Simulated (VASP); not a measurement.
Input:

```yaml
crystal:
  lattice:
    - [3.14514, 0.00000, 0.00000]
    - [-1.57257, 2.72377, 0.00000]
    - [0.00000, 0.00000, 14.76671]
  atoms:
    - { symbol: Mg, position: [0.00000, 0.00000, 0.99909] }
    - { symbol: Mg, position: [0.66667, 0.33333, 0.50375] }
    - { symbol: Mg, position: [0.00000, 0.00000, 0.32986] }
    - { symbol: Cd, position: [0.66667, 0.33333, 0.83507] }
    - { symbol: Cd, position: [0.00000, 0.00000, 0.66773] }
    - { symbol: Cd, position: [0.66667, 0.33333, 0.16449] }
```

All values below come from PBEsol GGA, VASP's PBE PAW potentials (set 64) (plane waves; VASP). Numerical set-up: 400 eV cut-off, Gaussian smearing of 0.050 eV, potentials Mg Cd.

### Question
Give the energies of bands 16 to 24 at the high-symmetry points, in eV from the Fermi level.

### Answer

```
band      Γ      M      K      A      L      H
----  -----  -----  -----  -----  -----  -----
16    -8.50  -2.80  -1.28  -8.50  -2.72  -1.25
17    -7.85  -2.65  -1.03  -7.98  -2.59  -1.01
18    -7.08  -2.24  -0.71  -6.66  -2.46  -0.83
19    -5.22  -2.16  -0.66  -6.15  -2.40  -0.53
20    -4.98  -1.92  -0.30  -3.50  -1.60  -0.49
21    -1.98  -1.84  -0.14  -3.46  -1.53  -0.40
22    -0.82  -0.11  -0.07   0.81  -0.71   0.05
23     3.21   0.15   0.04   1.18  -0.28   0.29
24     3.97   0.41   0.09   6.14   1.36   0.82
```

It has no gap at this level: it comes out as a metal or semimetal.

The structure comes from a computed database's MgCd entry (P3m1); how it stands against other phases isn't given here. It was relaxed first, which changed the volume by -6 %.
